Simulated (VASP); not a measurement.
An input for Ansatz (written as the equivalent of a VASP run, and not itself run):

Ansatz 0.2 input:
```yaml
crystal:
  lattice:
    - [0.0000000, 3.3335292, 3.3335292]
    - [3.3335292, 0.0000000, 3.3335292]
    - [3.3335292, 3.3335292, 0.0000000]
  atoms:
    - { symbol: Na, position: [0.2500000, 0.2500000, 0.2500000] }
    - { symbol: Na, position: [0.7500000, 0.7500000, 0.7500000] }
    - { symbol: S, position: [0.0000000, 0.0000000, 0.0000000] }
kpoints:
  mp_grid: { grid: [5, 5, 5] }
hamiltonian:
  xc: revpbe
  pseudopotentials: { kind: paw }
scf:
  occupations: { method: gaussian, width: 0.05 }
  max_iter: 100
relax:
  max_steps: 60
  f_tol: 0.02
  cell: {}
output: { forces: true, stress: true, eigenvalues: true }
```

**Question.** Write the VASP files for the same calculation (revPBE).

**Answer.** This is not unique; one that fits is 
KPOINTS:
```
Automatic mesh
0
Gamma
5 5 5
0 0 0
```

### POSCAR
```
Na2S
1.0
  0.0000000000   3.3335291572   3.3335291572
  3.3335291572   0.0000000000   3.3335291572
  3.3335291572   3.3335291572   0.0000000000
Na S
2 1
Cartesian
  1.6667645786   1.6667645786   1.6667645786
  5.0002937358   5.0002937358   5.0002937358
  0.0000000000   0.0000000000   0.0000000000
```

### INCAR
```
! general
SYSTEM = Na2S
PREC   = Accurate
ENCUT  = 520
LREAL  = .False.
LASPH  = .True.

! electronic loop
EDIFF  = 1E-6
NELM   = 100
ALGO   = Normal

! smearing
ISMEAR = 0
SIGMA  = 0.05

! functional
GGA    = RE

! ions
IBRION = 2
NSW    = 60
ISIF   = 3
EDIFFG = -0.02

! output
LWAVE  = .False.
LCHARG = .False.
```

POTCAR, in this order: Na_pv S (PBE.64 set). Program: vasp_std.

Limits of the translation: each code has its own PAW files, so the cut-off isn't converted (ENCUT is set for VASP's; basis.ecutwfc is left out, and Ansatz then takes the one that its files recommend); Ansatz stops its SCF on the density residual and VASP on the energy change (EDIFF).

The compound is Na2S in the antifluorite structure. It was relaxed first, which changed the volume by +6 %. The start is the result of an earlier pass.
